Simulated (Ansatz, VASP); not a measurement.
## One calculation of MnPt2, two programs

Contents of INCAR:

```
  PREC = Accurate
  ENCUT = 520
  EDIFF = 1E-7
  ISMEAR = -1
  SIGMA = 0.05
  LREAL = False
  LASPH = True
  NELM = 150
  ALGO = Normal
  ISIF = 2
  LWAVE = False
  LCHARG = False
  ISPIN = 2
  MAGMOM = 0 0 4
  LORBIT = 11
  LMAXMIX = 4
  GGA = PE
  NBANDS = 28
```

Contents of KPOINTS:

```
Automatic mesh
0
Gamma
  11 11 4
```

POSCAR

```
MnPt2
1.0
    2.8960193503      0.0000000000      0.0000000000
   -1.4480096751      2.5080263272      0.0000000000
    0.0000000000      0.0000000000      6.6184678581
Pt Mn
2 1
Direct
    0.6666666667      0.3333333333      0.3162060000
    0.3333333333      0.6666666667      0.6837940000
    0.0000000000      0.0000000000      0.0000000000
```

Contents of input.yaml:

```yaml
crystal:
  lattice:
    - [2.8960193503, 0.0, 0.0]
    - [-1.4480096751, 2.5080263272, 0.0]
    - [0.0, 0.0, 6.6184678581]
  atoms:
    - { symbol: Pt, position: [0.6666666667, 0.3333333333, 0.316206] }
    - { symbol: Pt, position: [0.3333333333, 0.6666666667, 0.683794] }
    - { symbol: Mn, position: [0.0, 0.0, 0.0], spin: 4.0 }
hamiltonian:
  xc: pbe
  pseudopotentials: { kind: paw }
magnetization:
  spin_polarized: true
kpoints:
  mp_grid: { grid: [11, 11, 4] }
scf:
  occupations: { method: fermi_dirac, width: 0.05 }
output:
  forces: true
  stress: true
  eigenvalues: true
```

Change from the starting cell: volume scaled by 1.04.

Alike in both runs: task single point; functional PBE; k mesh 11 × 11 × 4; occupations fermi-dirac, width 0.05 eV; collinear spin, ferromagnetic start.

|  | VASP | Ansatz |
| --- | --- | --- |
| version | VASP 6.6.1 | Ansatz 0.2.0 |
| potentials or method | VASP PAW PBE potentials, release 64 (Pt, Mn_pv) | Ansatz PAW |
| plane-wave cutoff (eV) | 520 | 420 |
| valence electrons in the cell | 33 | 51 |

|  | VASP | Ansatz | Ansatz less VASP |
| --- | --- | --- | --- |
| gap on the k mesh at the Fermi level (eV) | none | none | - |
| pressure (GPa) | -7.0 | -6.9 | +0.16 |
| largest component of the traceless stress (GPa) | 1.08 | 1.01 | -0.073 |
| rms of the force components (eV/Å) | 0.023 | 0.026 | +0.0034 |
| net moment per atom (μB) | 1.55 | 1.55 | -0.002 |
| size of the moment on the site where the two differ most (μB) | 0.31 | 0.32 | +0.013 |

Site moments also hang on the region over which each program counts them. Atom by atom the forces differ by 0.003 eV/Å (rms over components). A gap of «none» marks a metal or a gap that the smearing closes. With one functional, cell and mesh, what is left measures potentials, basis and numerics. The two sets of potentials don't hold the same shells in valence.

Spin-orbit coupling is left out, which matters for the levels of Pt.
